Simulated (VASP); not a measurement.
In2B:

```xyz
3
Lattice="1.5637 0.9028 6.0542 -1.5637 0.9028 6.0542 0.0000 -1.8056 6.0542" Properties=species:S:1:pos:R:3 pbc="T T T"
In    0.0000    0.0000   13.5930
In    0.0000    0.0000   10.6234
B     0.0000    0.0000    0.0000
```

The cell was built by a generator and needn't be a form met in nature.

```yaml
Program: VASP 6.6.1
Task: relaxation of cell and atoms
Functional: PBE
Potentials_or_basis: VASP PAW PBE potentials, release 64 (In_d, B)
Cutoff: 600 eV
k_mesh: 6 × 6 × 6
Occupations: gaussian, width 0.1 eV
Spin: no spin polarisation
```

At the start: pressure 21.1 GPa; volume 17.09 Å³/atom.

How do energy, volume and symmetry change on relaxing?

Over 12 steps the energy falls by 313.8 meV/atom and the volume is 19.85 Å³/atom (+16.1 %); space group R3m (No. 160, to 0.05 Å).

Step by step:
```
step  energy change (eV)  largest force (eV/Å)  pressure (GPa)  volume (Å³)
   1              0.0000                2.1862           21.09        51.28
   2             -0.7070                0.1601           -5.04        69.78
   3             -0.8114                0.3603           -0.82        63.24
   4             -0.8118                0.3253           -0.78        63.58
   5             -0.8004                0.1849           -2.58        65.49
   6             -0.8116                0.3155           -1.27        63.85
   7             -0.8565                0.2551           -1.25        62.96
   8             -0.9357                0.2168            0.25        60.15
   9             -0.9358                0.2121            0.01        60.30
  10             -0.9398                0.1051           -0.19        60.28
  11             -0.9410                0.0125           -0.35        60.25
  12             -0.9414                0.0260            0.21        59.55
```

Final structure:
```
In B
1.0
     1.73031    0.99899    5.74188
    -1.73031    0.99899    5.74188
     0.00000   -1.99799    5.74188
In B
2 1
Cartesian
  0.0000 0.0000 13.0533
  0.0000 0.0000 9.9127
  0.0000 0.0000 0.0010
```

Caveat: the k mesh is coarse (spacing up to 0.39 Å⁻¹), so the values aren't converged; the volume moved by over 15 % at a fixed basis, so the end points are rough.
